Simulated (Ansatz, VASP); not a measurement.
## Two plane-wave programs on GaGe3

run.py

```python
from ase.calculators.vasp import Vasp
from ase.dft.bandgap import bandgap
from ase.io import read

atoms = read('GaGe3.cif')
calc = Vasp(
    directory='calc',
    xc='pbesol',
    pp='PBE',
    setups='gw',
    prec='Accurate',
    encut=550,
    ediff=1e-07,
    ismear=0,
    sigma=0.1,
    lreal=False,
    lasph=True,
    nelm=80,
    algo='Normal',
    isif=2,
    lwave=False,
    lcharg=False,
    kpts=[5, 5, 5],
    gamma=True,
    nbands=65,
)
atoms.calc = calc

print('energy (eV):', atoms.get_potential_energy())
print('free energy (eV):', atoms.get_potential_energy(force_consistent=True))
print('forces (eV/A):')
print(atoms.get_forces())
print('stress (eV/A^3, Voigt):', atoms.get_stress())
print('Fermi level (eV):', calc.get_fermi_level())
gap, top, bottom = bandgap(calc)
print('band gap (eV):', gap, 'from (spin, k, band)', top, 'to', bottom)
```

File GaGe3.cif:

```cif
data_GaGe3
_cell_length_a 5.98503591
_cell_length_b 5.98503591
_cell_length_c 5.03495200
_cell_angle_alpha 90.00000000
_cell_angle_beta 90.00000000
_cell_angle_gamma 120.00000000
_space_group_name_H-M_alt 'P1'
_space_group_name_Hall 'P 1'
_space_group_IT_number 1
loop_
_space_group_symop_operation_xyz
'x,y,z'
loop_
_atom_site_label
_atom_site_type_symbol
_atom_site_symmetry_multiplicity
_atom_site_Wyckoff_symbol
_atom_site_fract_x
_atom_site_fract_y
_atom_site_fract_z
_atom_site_occupancy
Ge1 Ge 1 a 0.1635615050 0.3271230100 0.2500000000 1
Ge2 Ge 1 a 0.1635615050 0.8364384950 0.2500000000 1
Ge3 Ge 1 a 0.6728769900 0.8364384950 0.2500000000 1
Ge4 Ge 1 a 0.8364384950 0.6728769900 0.7500000000 1
Ge5 Ge 1 a 0.8364384950 0.1635615050 0.7500000000 1
Ge6 Ge 1 a 0.3271230100 0.1635615050 0.7500000000 1
Ga1 Ga 1 a 0.3333333333 0.6666666667 0.7500000000 1
Ga2 Ga 1 a 0.6666666667 0.3333333333 0.2500000000 1
```

The input input.yaml:

```yaml
crystal:
  lattice:
    - [5.9850359054, 0.0, 0.0]
    - [-2.9925179527, 5.1831931366, 0.0]
    - [0.0, 0.0, 5.034952]
  atoms:
    - { symbol: Ge, position: [0.163561505, 0.32712301, 0.25] }
    - { symbol: Ge, position: [0.163561505, 0.836438495, 0.25] }
    - { symbol: Ge, position: [0.67287699, 0.836438495, 0.25] }
    - { symbol: Ge, position: [0.836438495, 0.67287699, 0.75] }
    - { symbol: Ge, position: [0.836438495, 0.163561505, 0.75] }
    - { symbol: Ge, position: [0.32712301, 0.163561505, 0.75] }
    - { symbol: Ga, position: [0.3333333333, 0.6666666667, 0.75] }
    - { symbol: Ga, position: [0.6666666667, 0.3333333333, 0.25] }
hamiltonian:
  xc: pbesol
  pseudopotentials: { kind: paw }
kpoints:
  mp_grid: { grid: [5, 5, 5] }
scf:
  occupations: { method: gaussian, width: 0.1 }
output:
  forces: true
  stress: true
  eigenvalues: true
```

The cell comes from a database or a generator and needn't be the stable form of this composition.

Alike in both runs: task single point; functional PBEsol; k mesh 5 × 5 × 5; occupations gaussian, width 0.1 eV; no spin polarisation.

|  | VASP | Ansatz |
| --- | --- | --- |
| version | VASP 6.6.1 | Ansatz 0.2.0 |
| potentials or method | VASP PAW PBE potentials, release 64 (Ge_d_GW, Ga_d_GW) | Ansatz PAW |
| plane-wave cutoff (eV) | 550 | 420 |
| valence electrons in the cell | 110 | 110 |

VASP gave:

| Quantity | Value |
| --- | --- |
| gap on the k mesh at the Fermi level (eV) | none |
| pressure (GPa) | -4.9 |
| largest component of the traceless stress (GPa) | 0.16 |
| rms of the force components (eV/Å) | 0.085 |

Question: Estimate Ansatz's values.

Answer: gap on the k mesh at the Fermi level (eV): none; pressure (GPa): -4.2; largest component of the traceless stress (GPa): 0.16; rms of the force components (eV/Å): 0.084.

Atom by atom the forces differ by 0.001 eV/Å (rms over components). A gap of «none» marks a metal or a gap that the smearing closes.

Caveats: the PAW data sets were made with another functional, which shifts forces and pressure a little (VASP); the PAW data sets come from PBE, with cores solved anew for the run's functional, which leaves a small shift of forces and pressure (Ansatz).
